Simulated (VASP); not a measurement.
Here is the system:

```yaml
crystal:
  lattice:
    - [-1.59502, 1.61895, 3.97042]
    - [1.59502, -1.61895, 3.97042]
    - [1.59502, 1.61895, -3.97042]
  atoms:
    - { symbol: Si, position: [0.66441, 0.66441, 0.00000] }
    - { symbol: Si, position: [0.33559, 0.33559, 0.00000] }
    - { symbol: Mo, position: [0.00000, 0.00000, 0.00000] }
```

Level of theory: PBEsol GGA, VASP's PBE PAW potentials (set 64) (plane waves; VASP 6.6.1). Numerical set-up: 480 eV cut-off, 12×12×12 Γ-centred mesh, first-order Methfessel-Paxton smearing of 0.10 eV, potentials Si Mo_sv.

Question: Predict the energy per atom (σ→0), pressure, band gap (on the k-mesh) with the smallest direct gap where there is one.

Answer: 
```
Property                                                    Result
------------------------  ----------------------------------------
band gap (on the k-mesh)  none (metal, semimetal or under 0.01 eV)
energy per atom (σ→0)                               -8.350 eV/atom
pressure                                                 -5.93 GPa
```

The compound is MoSi2 in the MoSi2 type structure. This cell was strained or had an atom moved on purpose. Symmetry was kept, so distortions that lower it aren't found.
